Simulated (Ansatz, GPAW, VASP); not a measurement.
Code comparison for KMgH3 (Pm-3m, 5 atoms in the cell)

Self-consistent single point, at a second geometry (lattice scaled by 0.98). First geometry:

```xyz
5
Lattice="3.9881 0.0000 0.0000 0.0000 3.9881 0.0000 0.0000 0.0000 3.9881" Properties=species:S:1:pos:R:3 pbc="T T T"
K      0.0000     0.0000     0.0000
Mg     1.9941     1.9941     1.9941
H      1.9941     0.0000     1.9941
H      0.0000     1.9941     1.9941
H      1.9941     1.9941     0.0000
```

Shared settings, as Ansatz (a program for electronic structure) writes them: kpoints.mp_grid.grid = 4 4 4; scf.occupations.method = fixed. Potentials and cutoffs stand in the table.

| code | model | ΔF from the first geometry (meV/atom) | pressure (GPa) | gap on the mesh (eV) | cutoff |
|---|---|---|---|---|---|
| Ansatz | LDA (PW92), PAW files made with PBE | -4.7 | 0.08 | 2.352 | default |
| VASP | LDA (PZ), VASP's LDA PAW potentials (set 64) | -4.4 | -1.22 | 2.332 | 300 eV |
| GPAW | LDA (Perdew-Wang 92), GPAW PAW datasets LDA (gpaw-data 1.0.1) | -4.7 | 0.15 | 2.355 | 850 eV |

For VASP (by 1.4 GPa) the energy change implies a higher mean pressure, against the two pressures, than for the other programs: a sign of finite-basis (Pulay) stress.

Gaps are read on the mesh.

The spread over the programs that give each value: ΔF from the first geometry within 0.3 meV/atom; pressure within 1.37 GPa; gap on the mesh within 0.023 eV.

Ansatz's pressure is given at a fixed set of plane waves, as the other plane-wave codes print theirs; with its correction for the finite basis it is 0.15 GPa. The same LDA comes in different parametrisations, which differ slightly. In the pressure, VASP (by 1.30) lies more than 1 GPa from the median of the plane-wave programs.

VASP's run is marked for a possible Pulay error in its stress at this cutoff; no cutoff test was made.

VASP ran the fixed occupations as a Gaussian smearing of 0.01 eV.

The starting cell comes from a database of computed structures (which also holds hypothetical and non-ambient phases and stackings), without a prior relaxation at this level. For this run, on top of that: lattice scaled by 0.98.

Left out of this page: Quantum ESPRESSO, ABINIT, CP2K, Elk, FLEUR and SIESTA (not drawn, or without a comparable value).

Keys are those of Ansatz 0.2.
